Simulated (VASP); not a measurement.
# CsLiCr2Te2S3 (Cm) in VASP: relaxation of cell and atoms with PBE+D3

Aim: the relaxation of cell and atoms of CsLiCr2Te2S3 with PBE+D3.

Everything below comes from runs of VASP 6.6.1. Logs are shortened: lines on timing, memory, paths and dates and some standing lists are left out, and cuts for length are marked.

### 1 Starting point

The structure is monoclinic, space group Cm (No. 8). The conventional cell has a = 6.843 Å, b = 10.361 Å, c = 7.978 Å, α = 90.00°, β = 111.21°, γ = 90.00°. Cs (site symmetry m) has 5 S at 3.58 to 3.92 Å and 1 Li at 4.01 Å as nearest neighbours. Around Li (site symmetry m) lie 3 S at 2.42 to 2.56 Å. Around Cr (site symmetry 1) lie 3 S at 2.20 to 2.25 Å and 1 Te at 2.51 Å. Te (site symmetry 1) is surrounded by 1 Cr at 2.51 Å. S (site symmetry 1) is surrounded by 2 Cr at 2.24 to 2.25 Å and 1 Li at 2.56 Å. Around S (site symmetry m) lie 2 Cr at 2.20 Å and 1 Li at 2.42 Å.

The cell was built by a generator and needn't be a form met in nature.

### 2 Relaxation of cell and atoms, PBE+D3, collinear spin, ferromagnetic start

File INCAR:

```
SYSTEM = CsLiCr2Te2S3
  ALGO = Normal
  EDIFF = 1E-6
  EDIFFG = -0.02
  ENCUT = 600
  GGA = PE
  IBRION = 2
  ISIF = 3
  ISMEAR = -1
  ISPIN = 2
  IVDW = 11
  KPAR = 4
  LASPH = .TRUE.
  LCHARG = .FALSE.
  LMAXMIX = 4
  LORBIT = 11
  LREAL = .FALSE.
  LWAVE = .FALSE.
  MAGMOM = 0 0 3 3 0 0 0 0 0
  NELM = 120
  NSW = 40
  PREC = Accurate
  SIGMA = 0.05
```

File KPOINTS:

```
k-points
0
G
  5 5 4
  0 0 0
```

File POSCAR:

```
CsLiCr2Te2S3
1.0
    3.4216200000     -5.1806900000      0.0078400000
    3.4216200000      5.1806900000      0.0078400000
   -2.9041100000      0.0000000000      7.4309300000
Cs Li Cr Te S
1 1 2 2 3
Direct
    0.0937400000      0.0937400000      0.0085300000
    0.5887500000      0.5887500000      0.5533600000
    0.0564600000      0.4675500000      0.5579000000
    0.4675500000      0.0564600000      0.5579000000
    0.5648600000      0.8735700000      0.2903500000
    0.8735700000      0.5648600000      0.2903500000
    0.8115100000      0.3969700000      0.7334700000
    0.3969700000      0.8115100000      0.7334700000
    0.2140400000      0.2140400000      0.4837100000
```

Potentials or basis: VASP PAW PBE potentials, release 64 (Cs_sv, Li_sv, Cr_pv, Te, S).

Command:

```
$ cat potpaw_PBE.64/Cs_sv/POTCAR potpaw_PBE.64/Li_sv/POTCAR potpaw_PBE.64/Cr_pv/POTCAR potpaw_PBE.64/Te/POTCAR potpaw_PBE.64/S/POTCAR > POTCAR
$ mpirun -np 4 vasp_std > vasp.out
```

OUTCAR:

```text
SYSTEM = CsLiCr2Te2S3
   EDIFF = 1E-6
   EDIFFG = -0.02
   ENCUT = 600
   GGA = PE
   IBRION = 2
   ISIF = 3
   ISMEAR = -1
   ISPIN = 2
   IVDW = 11
   LASPH = .TRUE.
   LORBIT = 11
   LREAL = .FALSE.
   NELM = 120
   NSW = 40
   PREC = Accurate
 IVDW          = 11

 ion  position               nearest neighbor table
   1  0.094  0.094  0.009-
   2  0.589  0.589  0.553-   9 2.42   8 2.56   7 2.56   6 3.02   5 3.02
   3  0.056  0.468  0.558-   9 2.20   7 2.24   8 2.25   6 2.51
   4  0.468  0.056  0.558-   9 2.20   8 2.24   7 2.25   5 2.51
   5  0.565  0.874  0.290-   4 2.51   2 3.02   6 3.20
   6  0.874  0.565  0.290-   3 2.51   2 3.02   5 3.20
   7  0.812  0.397  0.733-   3 2.24   4 2.25   2 2.56
   8  0.397  0.812  0.733-   4 2.24   3 2.25   2 2.56
   9  0.214  0.214  0.484-   3 2.20   4 2.20   2 2.42

  LATTYP: Found a base centered monoclinic cell.
 ALAT       =     6.8432579639
 B/A-ratio  =     1.5141004555
 C/A-ratio  =     1.1658564481
 COS(beta)  =    -0.3618680181

  Lattice vectors:

 A1 = (   3.4216200000,  -5.1806900000,   0.0078400000)
 A2 = (   3.4216200000,   5.1806900000,   0.0078400000)
 A3 = (  -2.9041100000,   0.0000000000,   7.4309300000)

Analysis of symmetry for initial positions (statically):
=====================================================================
 Subroutine PRICEL returns:
 Original cell was already a primitive cell.

 Routine SETGRP: Setting up the symmetry group for a
 base centered monoclinic supercell.

 Subroutine GETGRP returns: Found  2 space group operations
 (whereof  2 operations were pure point group operations)
 out of a pool of  4 trial point group operations.

The static configuration has the point symmetry C_1h.

Analysis of symmetry for dynamics (positions and initial velocities):
=====================================================================
 Subroutine PRICEL returns:
 Original cell was already a primitive cell.

 Routine SETGRP: Setting up the symmetry group for a
 base centered monoclinic supercell.

 Subroutine GETGRP returns: Found  2 space group operations
 (whereof  2 operations were pure point group operations)
 out of a pool of  4 trial point group operations.

The dynamic configuration has the point symmetry C_1h.

Analysis of structural, dynamic, and magnetic symmetry:
=====================================================================
 Subroutine PRICEL returns:
 Original cell was already a primitive cell.

 Routine SETGRP: Setting up the symmetry group for a
 base centered monoclinic supercell.

 Subroutine GETGRP returns: Found  2 space group operations
 (whereof  2 operations were pure point group operations)
 out of a pool of  4 trial point group operations.

The overall configuration has the point symmetry C_1h.

 Subroutine INISYM returns: Found  2 space group operations
 (whereof  2 operations are pure point group operations),
 and found     1 'primitive' translations

----------------------------------------------------------------------------------------

                                     Primitive cell

  volume of cell :     263.6825

  direct lattice vectors                    reciprocal lattice vectors
     3.421620000 -5.180690000  0.007840000     0.145998873 -0.096512241  0.057058374
     3.421620000  5.180690000  0.007840000     0.145998873  0.096512241  0.057058374
    -2.904110000  0.000000000  7.430930000    -0.000308072  0.000000000  0.134452259

  length of vectors
     6.208630587  6.208630587  7.978256423     0.184081345  0.184081345  0.134452612

  position of ions in fractional coordinates (direct lattice)
     0.093740000  0.093740000  0.008530000
     0.588750000  0.588750000  0.553360000
     0.056460000  0.467550000  0.557900000
     0.467550000  0.056460000  0.557900000
     0.564860000  0.873570000  0.290350000
     0.873570000  0.564860000  0.290350000
     0.811510000  0.396970000  0.733470000
     0.396970000  0.811510000  0.733470000
     0.214040000  0.214040000  0.483710000

  ion indices of the primitive-cell ions
   primitive index   ion index
                 1           1
                 2           2
                 3           3
[... 29 lines left out ...]
 ===========================================

 Found     33 irreducible k-points:

 Following reciprocal coordinates:
            Coordinates               Weight
  0.000000  0.000000  0.000000      1.000000
  0.200000  0.000000  0.000000      4.000000
  0.400000  0.000000  0.000000      4.000000
  0.200000  0.200000  0.000000      2.000000
  0.400000  0.200000  0.000000      4.000000
 -0.400000  0.200000 -0.000000      4.000000
[... 16 lines left out ...]
 -0.200000 -0.400000  0.250000      4.000000
 -0.200000 -0.200000  0.250000      2.000000
 [... further k-points ...]
   k-points           NKPTS =     33   k-points in BZ     NKDIM =     33   number of bands    NBANDS=     42
   number of dos      NEDOS =    301   number of ions     NIONS =      9
   total plane-waves  NPLWV = 160000
   dimension x,y,z NGX =    50 NGY =   50 NGZ =   64
   dimension x,y,z NGXF=   100 NGYF=  100 NGZF=  128
   ions per type =               1   1   2   2   3
   NGX,Y,Z   is equivalent  to a cutoff of  13.39, 13.39, 13.34 a.u.
   NGXF,Y,Z  is equivalent  to a cutoff of  26.78, 26.78, 26.67 a.u.
 SYSTEM =  CsLiCr2Te2S3
   PREC   = accura    normal or accurate (medium, high low for compatibility)
   ISTART =      0    job   : 0-new  1-cont  2-samecut
   ICHARG =      2    charge: 1-file 2-atom 10-const
   ISPIN  =      2    spin polarized calculation?
   LNONCOLLINEAR =      F non collinear calculations
   LSORBIT =      F    spin-orbit coupling
   LASPH  =      T    aspherical Exc in radial PAW
   ENCUT  =  600.0 eV  44.10 Ry    6.64 a.u.  12.40 12.40 15.93*2*pi/ulx,y,z
   NELM   =    120;   NELMIN=  2; NELMDL= -5     # of ELM steps
   EDIFF  = 0.1E-05   stopping-criterion for ELM
   LREAL  =      F    real-space projection
   EDIFFG = -.2E-01   stopping-criterion for IOM
   NSW    =     40    number of steps for IOM
   IBRION =      2    ionic relax: 0-MD 1-quasi-New 2-CG
   NFREE  =      1    steps in history (QN), initial steepest desc. (CG)
   ISIF   =      3    stress and relaxation
   ISYM   =      2    0-nonsym 1-usesym 2-fastsym
   POTIM  = 0.5000    time-step for ionic-motion
   TEBEG  =    0.0;   TEEND  =   0.0 temperature during run
   PSTRESS=    0.0 pullay stress
   NELECT =      66.0000    total number of electrons
   NUPDOWN=      -1.0000    fix difference up-down
   EMIN   =  10.00;   EMAX   =-10.00  energy-range for DOS
   EFERMI =   0.00;   METHOD = LEGACY
   ISMEAR =    -1;   SIGMA  =   0.05  broadening in eV -4-tet -1-fermi 0-gaus
   EFERMI_NEDOS =   21; number of points for ismear=-14 and -15
   IALGO  =     38    algorithm
   IMIX   =      4    mixing-type and parameters
     AMIX     =   0.40;   BMIX     =  1.00
     AMIX_MAG =   1.60;   BMIX_MAG =  1.00
  volume/ion in A,a.u.               =      29.30       197.71
  Fermi-wavevector in a.u.,A,eV,Ry     =   1.031721  1.949670 14.482705  1.064449
  Thomas-Fermi vector in A             =   2.165883
   LORBIT       =     11    0 simple, 1 ext, 2 COOP (PROOUT), +10 PAW based schemes
   GGA     = PE    functional components
   LHFCALC =     F    Hartree Fock is set to
   AEXX    =    0.0000 exact exchange contribution
   IVDW    =    11    specifies the selected vdW correction
   LEPSILON=     F    determine dielectric tensor
   LRPA    =     F    only Hartree local field effects (RPA)
 conjugate gradient relaxation of ions
 spin polarized calculation
  energy-cutoff  :      600.00
  volume of cell :      263.68
 maximum number of plane-waves:      8830
 NGX is ok and might be reduce to    50
   NGX = 25   NGY = 25   NGZ = 31

--------------------------------------- Ionic step        1  -------------------------------------------

 number of electron      65.9999994 magnetization       4.0118976

 Free energy of the ion-electron system (eV)
  ---------------------------------------------------
  ext. energy  EPLUGINS =         0.00000000
  ---------------------------------------------------
  free energy    TOTEN  =       -45.78821108 eV

  energy without entropy =      -45.76099709  energy(sigma->0) =      -45.77460409

------------------------ aborting loop because EDIFF is reached ----------------------------------------

 Edisp (eV)   -2.15983

 E8    (eV) :    -1.3932
[... 126 lines left out ...]
  FREE ENERGIE OF THE ION-ELECTRON SYSTEM (eV)
  ---------------------------------------------------
  free  energy   TOTEN  =       -47.9656099406 eV

  energy  without entropy=      -47.9395287542  energy(sigma->0) =      -47.95256935

[... ionic steps 4 to 19 ...]

--------------------------------------- Ionic step       20  -------------------------------------------

 number of electron      66.0000001 magnetization       4.0371224

------------------------ aborting loop because EDIFF is reached ----------------------------------------
[... 89 lines left out ...]
--------------------------------------- Ionic step       22  -------------------------------------------

 number of electron      66.0000001 magnetization       4.0373849

 Free energy of the ion-electron system (eV)
  ---------------------------------------------------
  ext. energy  EPLUGINS =         0.00000000
  ---------------------------------------------------
  free energy    TOTEN  =       -45.73556280 eV

  energy without entropy =      -45.70748108  energy(sigma->0) =      -45.72152194

 E-fermi :   3.6459     XC(G=0):  -8.6526

 val. band max:        3.6458118949   @ k =  -0.2000   0.4000   0.2500
 cond. band min:       3.6751495838   @ k =  -0.4000   0.2000   0.2500
 fundamental gap:      0.0293376889
 Fermi energy:         3.6458818119

 spin component 1

 k-point     1 :       0.0000    0.0000    0.0000
  band No.  band energies     occupation
      1     -42.3038      1.00000
      2     -40.6933      1.00000
      3     -40.6853      1.00000
      4     -40.6609      1.00000
      5     -40.6534      1.00000
      6     -40.5457      1.00000
[... 1069 lines left out ...]
     41       5.4885      0.00000
     42       7.4347      0.00000

 [... further k-points ...]

 spin component 2

 k-point     1 :       0.0000    0.0000    0.0000
  band No.  band energies     occupation
      1     -42.3017      1.00000
      2     -38.3918      1.00000
      3     -38.3895      1.00000
      4     -38.3511      1.00000
      5     -38.3495      1.00000
      6     -38.3196      1.00000
[... 1111 lines left out ...]
  FREE ENERGIE OF THE ION-ELECTRON SYSTEM (eV)
  ---------------------------------------------------
  free  energy   TOTEN  =       -48.0200568174 eV

  energy  without entropy=      -47.9919750953  energy(sigma->0) =      -48.00601596

 reached required accuracy - stopping structural energy minimisation

 total charge

# of ion       s       p       d       tot
------------------------------------------
    1        1.832   4.703   0.030   6.564
    2        2.016   0.052   0.000   2.069
    3        0.336   6.285   4.195  10.816
    4        0.336   6.285   4.195  10.816
    5        1.393   1.956   0.029   3.379
    6        1.393   1.956   0.029   3.379
    7        1.342   2.395   0.000   3.737
    8        1.342   2.395   0.000   3.737
    9        1.342   2.415   0.000   3.757
--------------------------------------------------
tot         11.332  28.442   8.479  48.253

 magnetization (x)

# of ion       s       p       d       tot
------------------------------------------
    1       -0.000  -0.001   0.001  -0.001
    2        0.001   0.000   0.000   0.001
    3        0.027   0.021   2.204   2.251
    4        0.027   0.021   2.204   2.251
    5       -0.007  -0.174   0.003  -0.178
    6       -0.007  -0.174   0.003  -0.178
    7       -0.003  -0.075   0.000  -0.078
    8       -0.003  -0.075   0.000  -0.078
    9        0.001  -0.080   0.000  -0.079
--------------------------------------------------
tot          0.036  -0.537   4.413   3.912
```

It took 74 min on 4 MPI ranks of Intel Xeon Platinum 8488C (Sapphire Rapids), shared host; peak memory 1.1 GiB.

Results:

```yaml
Free_energy: -48.0201 eV
Relaxed_volume: 27.43 Å³/atom
Relaxed_cell: a = 6.141 Å, b = 6.141 Å, c = 7.572 Å, α = 100.79°, β = 100.79°, γ = 113.16°
Space_group_after_relaxing_to_0.05_Å: Cm (No. 8)
Energy_gained_by_relaxing: 8.0 meV/atom
Ionic_steps: 22
Pressure_after_relaxing: 0.0 GPa
Largest_force_after_relaxing: 0.019 eV/Å
Band_gap_on_the_k_mesh: none (metal or under the smearing width)
Net_moment: 4.04 μB per cell
Site_moments: Cs -0.00; Li +0.00; Cr +2.25; Te -0.18; S -0.08 μB
Valence_electrons_inside_the_program's_atomic_spheres: Cs 6.56; Li 2.07; Cr 10.82; Te 3.38; S 3.74, 3.76
Dispersion_energy_per_atom: -0.254 eV
```

Forces on the atoms (eV/Å):
```
Cs   0.011  0.000  0.013
Li   0.003  0.000  0.003
Cr   0.007  0.015 -0.008
Cr   0.007 -0.015 -0.008
Te  -0.006  0.010  0.011
Te  -0.006 -0.010  0.011
S   -0.007  0.016 -0.007
S   -0.007 -0.016 -0.007
S   -0.003  0.000 -0.007
```

The path:
```csv
step,energy change (eV),largest force (eV/Å),pressure (GPa),volume (Å³)
1,0.0000,0.1214,-0.84,263.68
2,-0.0176,0.2059,0.05,257.83
3,-0.0176,0.2074,0.02,257.80
4,-0.0260,0.1684,0.03,256.59
5,-0.0426,0.1560,0.02,252.98
6,-0.0379,0.3137,0.13,245.85
7,-0.0467,0.2230,0.05,249.99
8,-0.0536,0.1085,0.02,249.06
9,-0.0560,0.1386,0.00,248.12
10,-0.0602,0.1107,0.03,247.70
11,-0.0646,0.1420,0.11,246.82
12,-0.0685,0.0561,0.00,247.29
13,-0.0689,0.0562,-0.05,247.49
14,-0.0699,0.0483,0.00,247.29
15,-0.0701,0.0589,0.05,247.10
16,-0.0708,0.0314,0.00,247.32
17,-0.0709,0.0370,-0.01,247.44
18,-0.0714,0.0233,-0.03,247.41
19,-0.0716,0.0484,-0.04,247.36
20,-0.0719,0.0340,-0.03,247.16
21,-0.0720,0.0213,0.01,246.83
22,-0.0720,0.0193,0.02,246.88
```

Final structure:
```cif
data_structure
_symmetry_space_group_name_H-M 'P 1'
_symmetry_Int_Tables_number 1
_cell_length_a 6.1408
_cell_length_b 6.1408
_cell_length_c 7.5716
_cell_angle_alpha 100.788
_cell_angle_beta 100.788
_cell_angle_gamma 113.161
_cell_volume 246.88
loop_
_atom_site_label
_atom_site_type_symbol
_atom_site_fract_x
_atom_site_fract_y
_atom_site_fract_z
_atom_site_occupancy
Cs1 Cs 0.10260 0.10260 0.99194 1
Li1 Li 0.58631 0.58631 0.55707 1
Cr1 Cr 0.06079 0.47513 0.56137 1
Cr2 Cr 0.47513 0.06079 0.56137 1
Te1 Te 0.55719 0.86053 0.27680 1
Te2 Te 0.86053 0.55719 0.27680 1
S1 S 0.81112 0.40389 0.74571 1
S2 S 0.40389 0.81112 0.74571 1
S3 S 0.20989 0.20989 0.49224 1
```

Caveat: the cutoff is under 1.25 times the usual one of these potentials, so pressure, stress and relaxed cells hold a basis-set (Pulay) error; only a ferromagnetic start was run, and an antiferromagnetic order may lie lower in energy; pairwise dispersion overbinds metals, which lowers pressure and volume. The run has no spin-orbit coupling, so splittings on Cs, Te are missing.
